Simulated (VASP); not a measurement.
Energy against volume of Li2Se (antifluorite). These are TPSS meta-GGA, VASP's PBE PAW potentials (set 64) (plane waves; VASP) values and carry that method's errors.

```tsv
V (Å³/atom)	E (eV/atom)
16.618	-7.00009
17.148	-7.00889
17.678	-7.01316
18.209	-7.01365
18.739	-7.01081
```

Q: Fit a third-order Birch-Murnaghan equation of state.

A: 
```
Item                                             Value
---------------------------------------  -------------
volume per atom                          18.01 Å³/atom
bulk modulus                                  35.6 GPa
pressure derivative of the bulk modulus           4.35
lattice constant a                             6.001 Å
```

Measured: a 6.002 Å (computed value off by -0.0 %), as given by Syrotyuk et al., Condensed Matter Physics (2015), arXiv:1510.06546. The calculation is for a static lattice, while the measured a holds thermal and zero-point effects, which are part of the difference.

The compound is Li2Se in the antifluorite structure. It was relaxed first.
